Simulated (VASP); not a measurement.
A convergence study with VASP on HgS (zinc blende): one setting is varied, all else stays as given below, so the limit is that of these other settings.

```xyz
2
Lattice="0.0000 2.9250 2.9250 2.9250 0.0000 2.9250 2.9250 2.9250 0.0000" Properties=species:S:1:pos:R:3 pbc="T T T"
Hg     0.0000     0.0000     0.0000
S      1.4625     1.4625     1.4625
```

Method: PBE GGA, VASP's PBE PAW potentials (set 64) (plane waves; VASP). The tightest run used: 550 eV cut-off, 17×17×17 Γ-centred mesh, Gaussian smearing of 0.050 eV, potentials Hg S.

The reference is 17×17×17 mesh, which took about 3 core-minutes. Costs are core time on shared hosts, one run each; read them as rough ratios.

Of the settings 1×1×1 mesh; 2×2×2 mesh; 3×3×3 mesh; 4×4×4 mesh; 5×5×5 mesh; 6×6×6 mesh; 7×7×7 mesh; 8×8×8 mesh; 9×9×9 mesh; 10×10×10 mesh; 11×11×11 mesh; 12×12×12 mesh; 13×13×13 mesh; 14×14×14 mesh; 15×15×15 mesh; 16×16×16 mesh; 17×17×17 mesh, which is the lowest that keeps the difference from the reference in E (eV/atom) within 0.005 from there on, and what does it cost?

6×6×6 mesh; its cost over the reference is about 1/6.
```tsv
setting	difference in E (eV/atom)	cost over the reference
1×1×1 mesh	5.2805	about 1/10
2×2×2 mesh	0.5026	about 1/10
3×3×3 mesh	0.1034	about 1/10
4×4×4 mesh	0.0267	about 1/10
5×5×5 mesh	0.0083	about 1/9
6×6×6 mesh	0.0030	about 1/6
7×7×7 mesh	0.0012	about 1/7
8×8×8 mesh	0.0006	about 1/5
9×9×9 mesh	0.0003	about 1/4
10×10×10 mesh	0.0002	about 1/4
11×11×11 mesh	0.0001	about 1/3
12×12×12 mesh	0.0000	about 1/3
13×13×13 mesh	0.0000	about 1/3
14×14×14 mesh	0.0000	about 1/2
15×15×15 mesh	0.0000	within a factor of 2
16×16×16 mesh	0.0000	within a factor of 2
17×17×17 mesh	0.0000	reference
```

Left out are rungs that failed or repeat a setting and relaxations that didn't move; long series are thinned to 24 rows.

The compound is HgS in the zinc blende structure, metacinnabar; cinnabar is the stable form. The cell was not relaxed at this level.
